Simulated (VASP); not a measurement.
An input for Ansatz (written as the equivalent of a VASP run, and not itself run):

Ansatz 0.2 input:
```yaml
crystal:
  lattice:
    - [3.3540250, 0.0000000, 0.0000000]
    - [-1.6770130, 2.9046710, 0.0000000]
    - [0.0000000, 0.0000000, 16.7926240]
  atoms:
    - { symbol: Pt, position: [0.0000000, 0.0000000, 0.5000000] }
    - { symbol: S, position: [0.3333330, 0.6666670, 0.5831500] }
    - { symbol: S, position: [0.6666670, 0.3333330, 0.4168500] }
kpoints:
  mp_grid: { grid: [11, 11, 1] }
hamiltonian:
  xc: pbe
  pseudopotentials: { kind: paw }
scf:
  occupations: { method: fermi_dirac, width: 0.1 }
  max_iter: 100
output: { forces: true, stress: true, eigenvalues: true }
```

Task: Write the VASP files for the same calculation (PBE).

Result: Several could match; the one computed here: 
KPOINTS:
```
K-points
0
Gamma
 11 11 1
```

File POSCAR:
```
PtS2
1.0
  3.3540250000   0.0000000000   0.0000000000
 -1.6770130000   2.9046710000   0.0000000000
  0.0000000000   0.0000000000  16.7926240000
Pt S
1 2
Cartesian
  0.0000000000   0.0000000000   8.3963120000
 -0.0000020103   1.9364483016   9.7926186856
  1.6770140103   0.9682226984   7.0000053144
```

### INCAR
```
ALGO = Normal   # blocked Davidson
SYSTEM = PtS2
EDIFF = 1E-6   # SCF stop (eV)
LMAXMIX = 6
LCHARG = .False.
NELM = 100   # most electronic steps
ENCUT = 300
LREAL = .False.   # projection in real space or not
LASPH = .True.
LWAVE = .False.
ISMEAR = -1   # Fermi-Dirac
ISIF = 2
PREC = Accurate
SIGMA = 0.1   # width (eV)
GGA = PE   # PBE
```

POTCAR, in this order: Pt S (PBE.64 set). Program: vasp_std.

The two are equivalent in intent, not identical: each code has its own PAW files, so the cut-off isn't converted (ENCUT is set for VASP's; basis.ecutwfc is left out, and Ansatz then takes the one that its files recommend); Ansatz stops its SCF on the density residual and VASP on the energy change (EDIFF).

The cell is a sheet with vacuum, built from a generated structure.
